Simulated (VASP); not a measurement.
Data:

```
CELL_PARAMETERS angstrom
      4.10587     0.00000     0.00000
      0.00000     4.06074     0.00000
      0.00000     0.00000     4.19958
ATOMIC_POSITIONS crystal
  Sc 0.00000 0.00000 0.00000
  Al 0.00000 0.50000 0.50000
  Al 0.50000 0.00000 0.50000
  Al 0.50603 0.50000 0.00000
```

Method: optB88-vdW, VASP's PBE PAW potentials (set 64) (plane waves; VASP). Run with 400 eV cut-off, 7×7×7 Γ-centred mesh, first-order Methfessel-Paxton smearing of 0.10 eV, potentials Sc_sv Al.

Problem. Which forces act on the atoms, in eV/Å?

Solution. 
| atom | Fx | Fy | Fz |
|---|---|---|---|
| Sc1 | 0.109 | 0.000 | 0.000 |
| Al2 | 0.036 | 0.000 | 0.000 |
| Al3 | 0.000 | 0.000 | 0.000 |
| Al4 | -0.146 | 0.000 | 0.000 |

Problem. Give the stress tensor in GPa (positive for a compressed cell).

Solution. 
```
-0.59   0.00   0.00
 0.00   0.52   0.00
 0.00   0.00  -3.59
```
The pressure is its mean diagonal, -1.22 GPa.

The compound is Al3Sc in the L1_2 structure. The cell was not relaxed at this level, atoms are displaced from their ideal sites. The run is one of a series of settings (AGGAC = 0.0, GGA = BO, LUSE_VDW = .TRUE., PARAM1 = 0.1833333333, PARAM2 = 0.22 against the base run), some of them coarse on purpose.
